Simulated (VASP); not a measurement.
Crystal: Sc3Al5N8.

```
CELL_PARAMETERS angstrom
0.00000 0.00000 -5.27789
3.29855 5.71325 0.00000
3.29855 -5.71325 0.00000
ATOMIC_POSITIONS crystal
Sc 0.00000 0.16667 0.33333
Sc 0.00000 0.16667 0.83333
Sc 0.50000 0.33333 0.66667
Al 0.00000 0.66667 0.33333
Al 0.00000 0.66667 0.83333
Al 0.50000 0.33333 0.16667
Al 0.50000 0.83333 0.66667
Al 0.50000 0.83333 0.16667
N 0.62000 0.16667 0.33333
N 0.62000 0.16667 0.83333
N 0.62000 0.66667 0.33333
N 0.62000 0.66667 0.83333
N 0.12000 0.33333 0.66667
N 0.12000 0.33333 0.16667
N 0.12000 0.83333 0.66667
N 0.12000 0.83333 0.16667
```

The cell was built by a generator and needn't be a form met in nature.

| Quantity | Value |
| --- | --- |
| Program | VASP 6.6.1 |
| Task | relaxation of cell and atoms |
| Functional | PBEsol |
| Potentials or basis | VASP PAW PBE potentials, release 64 (Sc_sv, Al, N) |
| Cutoff | 600 eV |
| k mesh | 6 × 6 × 6 |
| Occupations | gaussian, width 0.03 eV |
| Spin | no spin polarisation |

At the start: pressure -5.7 GPa; volume 12.43 Å³/atom.

Question: Where does the relaxation end?

Answer: Over 18 steps the energy falls by 112.2 meV/atom and the volume is 11.66 Å³/atom (-6.2 %); space group Cm (No. 8, to 0.05 Å).

The path:
```
step  energy change (eV)  largest force (eV/Å)  pressure (GPa)  volume (Å³)
   1              0.0000                2.8783           -5.72       198.93
   2             -1.5027                0.9835            2.26       186.41
   3             -1.5035                1.0012            2.51       186.13
   4             -1.6819                0.5945           -1.47       189.38
   5             -1.6832                0.5827           -1.18       189.12
   6             -1.7420                0.3615            0.05       187.51
   7             -1.7520                0.4658            0.83       186.53
   8             -1.7827                0.2243           -0.32       187.30
   9             -1.7830                0.2645           -0.45       187.39
  10             -1.7913                0.1007            0.07       186.64
  11             -1.7913                0.1018            0.10       186.61
  12             -1.7935                0.0638           -0.01       186.65
  13             -1.7936                0.0882           -0.04       186.66
  14             -1.7947                0.0347           -0.02       186.58
  15             -1.7948                0.0414           -0.01       186.57
  16             -1.7950                0.0418            0.01       186.52
  17             -1.7950                0.0234            0.00       186.53
  18             -1.7951                0.0092           -0.01       186.53
```

Final structure:
```
Sc Al N
1.0
    -0.00946   -0.00546   -4.95515
     3.35803    5.71001    0.01126
     3.26600   -5.65687    0.00000
Sc Al N
3 5 8
Direct
  0.01730 0.15898 0.32469
  0.01730 0.15898 0.83429
  0.51629 0.34721 0.67360
  0.00795 0.66382 0.33191
  0.00608 0.67125 0.83562
  0.50360 0.33976 0.16988
  0.50594 0.82972 0.66519
  0.50594 0.82972 0.16453
  0.58748 0.15659 0.31560
  0.58748 0.15659 0.84098
  0.62059 0.66725 0.33363
  0.62533 0.69478 0.84739
  0.08772 0.35269 0.67634
  0.12326 0.35587 0.17794
  0.12387 0.80840 0.65309
  0.12387 0.80840 0.15531
```

Caveat: the PAW data sets were made with another functional, which shifts forces and pressure a little.
